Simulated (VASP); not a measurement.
VASP input:

**KPOINTS**
```
Automatic mesh
0
Gamma
6 6 3
0 0 0
```

POSCAR:
```
Si
1
    6.8888016965    -1.9347036455     0.0118139560
    6.8888016965     1.9347036455     0.0118139560
   -0.7333732018     0.0000000000     6.2561424741
Si
8
Direct
  0.0555141674   0.0555141674   0.8727500571
  0.9444858326   0.9444858326   0.1272499429
  0.5591123758   0.5591123758   0.6540288981
  0.4408876242   0.4408876242   0.3459711019
  0.2128401691   0.2128401691   0.0564681265
  0.7871598309   0.7871598309   0.9435318735
  0.7270677782   0.7270677782   0.5849285909
  0.2729322218   0.2729322218   0.4150714091
```

### INCAR
```
ALGO = Normal
EDIFF = 1E-6
EDIFFG = -0.02
ENCUT = 400
IBRION = 2
ISIF = 3
ISMEAR = 0
LASPH = T
LCHARG = F
LMIXTAU = T
LREAL = F
LWAVE = F
METAGGA = R2SCAN
NELM = 100
NSW = 60
PREC = Accurate
SIGMA = 0.05
SYSTEM = Si
```

POTCAR, in this order: Si (PBE.64 set). Program: vasp_std.

Question: Translate this r2SCAN calculation to Ansatz.

Answer: One equivalent input (not run):
Ansatz 0.2 input:
```yaml
crystal:
  lattice:
    - [6.8888017, -1.9347036, 0.0118140]
    - [6.8888017, 1.9347036, 0.0118140]
    - [-0.7333732, 0.0000000, 6.2561425]
  atoms:
    - { symbol: Si, position: [0.0555142, 0.0555142, 0.8727501] }
    - { symbol: Si, position: [0.9444858, 0.9444858, 0.1272499] }
    - { symbol: Si, position: [0.5591124, 0.5591124, 0.6540289] }
    - { symbol: Si, position: [0.4408876, 0.4408876, 0.3459711] }
    - { symbol: Si, position: [0.2128402, 0.2128402, 0.0564681] }
    - { symbol: Si, position: [0.7871598, 0.7871598, 0.9435319] }
    - { symbol: Si, position: [0.7270678, 0.7270678, 0.5849286] }
    - { symbol: Si, position: [0.2729322, 0.2729322, 0.4150714] }
kpoints:
  mp_grid: { grid: [6, 6, 3] }
hamiltonian:
  xc: r2scan
  pseudopotentials: { kind: paw }
scf:
  occupations: { method: gaussian, width: 0.05 }
  max_iter: 100
relax:
  max_steps: 60
  f_tol: 0.02
  cell: {}
output: { forces: true, stress: true, eigenvalues: true }
```
What does not carry over: each code has its own PAW files, so the cut-off isn't converted (ENCUT is set for VASP's; basis.ecutwfc is left out, and Ansatz then takes the one that its files recommend); Ansatz stops its SCF on the density residual and VASP on the energy change (EDIFF).

The structure comes from a computed database's Si entry (C2/m); how it stands against other phases isn't given here. This run relaxes it. Symmetry was kept, so distortions that lower it aren't found. The start is the result of an earlier pass.
